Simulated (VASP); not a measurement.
Runs of VASP 6.6.1 on HfMoC2. It takes space group P4/mmm (No. 123, tetragonal). The conventional cell has a = 3.191 Å, b = 3.191 Å, c = 4.485 Å, α = 90.00°, β = 90.00°, γ = 90.00°. Around Hf (site symmetry 4/mmm) lie 6 C at 2.24 to 2.26 Å. Around Mo (site symmetry 4/mmm) lie 6 C at 2.24 to 2.26 Å. C (site symmetry 4/mmm) has 2 Mo at 2.24 Å and 4 Hf at 2.26 Å as nearest neighbours. Around C (site symmetry 4/mmm) lie 2 Hf at 2.24 Å and 4 Mo at 2.26 Å. The cell comes from a database or a generator and needn't be the stable form of this composition.

```csv
task,level,ladder,gap on the mesh (eV),pressure (GPa),V0 of scaled cells (Å³/atom),B0 (GPa)
single point,PBE,-,none,-1.4,-,-
equation of state,PBE,-,-,-,(a),280
equation of state,PBEsol,free,-,-,11.07,301
single point,PBEsol,free,none,(b),-,-
```

Alike in all rows: potentials or basis VASP PAW PBE potentials, release 64 (Hf_pv, Mo_sv, C); no spin polarisation; cell as given; k mesh 8 × 8 × 6; cutoff (eV) 520; smearing fermi-dirac 0.05 eV.

Fill in the values left out.

(a) 11.37; (b) -8.9.

Caveats: the cell was scaled at fixed shape and fractional positions, which overstates the stiffness of a crystal with free parameters, most of all of layers and chains (some runs); the PAW data sets were made with another functional, which shifts forces and pressure a little (some runs).

A k mesh can miss the band edges, and the runs leave out spin-orbit coupling on Hf, Mo.

A gap of «none» marks a metal or a gap under the smearing width.

Not every run made on this cell is shown here.
